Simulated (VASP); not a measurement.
Consider the following.

```xyz
2
Lattice="0.0000 3.2545 3.2545 3.2545 0.0000 3.2545 3.2545 3.2545 0.0000" Properties=species:S:1:pos:R:3 pbc="T T T"
La     0.0000     0.0000     0.0000
S      1.6273     1.6273     1.6273
```

Computed with PBE GGA, VASP's PBE PAW potentials (set 64) (plane waves; VASP 6.6.1). Numerical set-up: 400 eV cut-off, 11×11×11 Γ-centred mesh, tetrahedra with Blöchl corrections, potentials La S.

Problem. What does the run give for the energy per atom (σ→0), band gap (on the k-mesh) with the smallest direct gap where there is one?

Solution. 
```json
{
 "band gap (on the k-mesh)": "none (metal, semimetal or under 0.01 eV)",
 "energy per atom (σ→0)": "-6146 meV/atom"
}
```

Total energies compare only between runs with the same potentials, cut-off and functional.

The structure was generated: LaS was put into the zinc blende type (F-43m), which need not be its known phase. It was relaxed first, which changed the volume by -26 %. The electron count is odd and the run is not spin-polarised, which forces a metal.
